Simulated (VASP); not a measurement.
KPt under changes of volume

One of the cells (21.261 Å³/atom); the others are scaled copies at fixed shape and fractional positions:

```
Pt K
1.0
     3.02072    0.00000    0.00000
    -1.51036    2.61602    0.00000
     0.00000    0.00000    5.38098
Pt K
1 1
Direct
  0.66667 0.33333 0.00000
  0.00000 0.00000 0.50000
```

The cell comes from a database or a generator and needn't be the stable form of this composition.

- Program: VASP 6.6.1
- Functional: PBE
- Potentials or basis: VASP PAW PBE potentials, release 64 (Pt, K_sv)
- Cutoff: 520 eV
- k mesh: 10 × 10 × 5
- Occupations: fermi-dirac, width 0.05 eV
- Spin: no spin polarisation

| volume (Å³/atom) | energy over the lowest point (meV/atom) | pressure (GPa) |
| --- | --- | --- |
| 19.593 | 21.11 | 5.1 |
| 20.010 | ? | ? |
| 20.427 | 3.05 | 1.9 |
| 21.261 | 0.00 | -0.7 |
| 21.678 | 3.02 | -1.7 |
| 22.095 | 8.58 | -2.6 |

What does the run at 20.010 Å³/atom give?

Energy over the lowest point 9.96 meV/atom; pressure 3.4 GPa.

Worked out: A Birch-Murnaghan fit of order 3 (a polynomial in V^(-2/3)) to the other rows has its minimum at 21.03 Å³/atom with B0 = V·E''(V) = 60 GPa and B' = 5.4 at fixed shape and positions, which overstates the stiffness. It gives 9.96 meV/atom at 20.010 Å³/atom, against the run's 9.96, and -dE/dV = 3.4 GPa, against 3.4.

Energies are extrapolated to zero smearing.
